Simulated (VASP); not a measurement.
Consider the following.

```
TiO2
1.0
    4.59227     0.00000     0.00000
    0.00000     4.59227     0.00000
    0.00000     0.00000     2.94153
Ti O
2 4
Direct
  0.00000   0.00000   0.00000
  0.50000   0.50000   0.50000
  0.30432   0.30432   0.00000
  0.80432   0.19568   0.50000
  0.19568   0.80432   0.50000
  0.69568   0.69568   0.00000
```

The numbers are results of PBEsol GGA, VASP's PBE PAW potentials (set 64) (plane waves; VASP), not measurements. Run with 620 eV cut-off, 5×5×8 Γ-centred mesh, Gaussian smearing of 0.050 eV, potentials Ti_sv O.

Energy and stress use the plane-wave basis of the starting cell.

**Question.** The ions, cell shape and volume at an external pressure of 5.0 GPa are relaxed. Predict the relaxed structure.

**Answer.** 
```
TiO2
1.0
    4.55495     0.00000     0.00000
    0.00000     4.55495     0.00000
    0.00000     0.00000     2.92795
Ti O
2 4
Direct
  0.00000   0.00000   0.00000
  0.50000   0.50000   0.50000
  0.30367   0.30367   0.00000
  0.80367   0.19633   0.50000
  0.19633   0.80367   0.50000
  0.69633   0.69633   0.00000
```
Space group P4_2/mnm (136), at a tolerance of 0.03 Å.

**Question.** How do energy and volume change from the first to the last step?

**Answer.** The energy (σ→0) changes by +3.2 meV/atom and the volume by -2.1 %, in 4 ionic steps.

```csv
step,E(σ→0) (eV),max force (eV/Å),pressure (GPa),volume (Å³)
1,-56.1089,0.000,0.00,62.03
2,-56.0002,0.250,12.71,59.18
3,-56.0907,0.099,4.96,60.84
4,-56.0895,0.006,4.94,60.75
```

The compound is TiO2 in the rutile structure. This run relaxes it under an external pressure of 5 GPa. Symmetry was kept, so distortions that lower it aren't found.
